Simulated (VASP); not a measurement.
Input for VASP

### INCAR
```
# general
SYSTEM  =  MgO
PREC    =  Accurate
ENCUT   =  520
LREAL   =  F
LASPH   =  T

# electronic loop
EDIFF   =  1E-6
NELM    =  100
ALGO    =  Normal

# smearing
ISMEAR  =  0
SIGMA   =  0.05

# functional
GGA     =  PS

# ions
IBRION  =  2
NSW     =  60
ISIF    =  3
EDIFFG  =  -0.02

# output
LWAVE   =  F
LCHARG  =  F
```

File POSCAR:
```
MgO
1
    3.3077900000     0.0000000000     0.0000000000
   -1.6538950000     2.8646300000     0.0000000000
    0.0000000000     0.0000000000     4.9828800000
Mg O
2 2
Direct
  0.3333330000   0.6666670000   0.0021600000
  0.6666670000   0.3333330000   0.5021600000
  0.3333330000   0.6666670000   0.4024400000
  0.6666670000   0.3333330000   0.9024400000
```

**KPOINTS**
```
Automatic mesh
0
Gamma
7 7 4
0 0 0
```

POTCAR, in this order: Mg O (PBE.64 set). Program: vasp_std.

Problem. Translate this PBEsol calculation to Ansatz.

Solution. One equivalent input (not run):
Ansatz 0.2 input:
```yaml
crystal:
  lattice:
    - [3.3077900, 0.0000000, 0.0000000]
    - [-1.6538950, 2.8646300, 0.0000000]
    - [0.0000000, 0.0000000, 4.9828800]
  atoms:
    - { symbol: Mg, position: [0.3333330, 0.6666670, 0.0021600] }
    - { symbol: Mg, position: [0.6666670, 0.3333330, 0.5021600] }
    - { symbol: O, position: [0.3333330, 0.6666670, 0.4024400] }
    - { symbol: O, position: [0.6666670, 0.3333330, 0.9024400] }
kpoints:
  mp_grid: { grid: [7, 7, 4] }
hamiltonian:
  xc: pbesol
  pseudopotentials: { kind: paw }
scf:
  occupations: { method: gaussian, width: 0.05 }
  max_iter: 100
relax:
  max_steps: 60
  f_tol: 0.02
  cell: {}
output: { forces: true, stress: true, eigenvalues: true }
```
The two are equivalent in intent, not identical: each code has its own PAW files, so the cut-off isn't converted (ENCUT is set for VASP's; basis.ecutwfc is left out, and Ansatz then takes the one that its files recommend); Ansatz stops its SCF on the density residual and VASP on the energy change (EDIFF).

The structure comes from a computed database's MgO entry (P6_3mc); how it stands against other phases isn't given here. The cell was not relaxed at this level. The start is the result of an earlier pass.
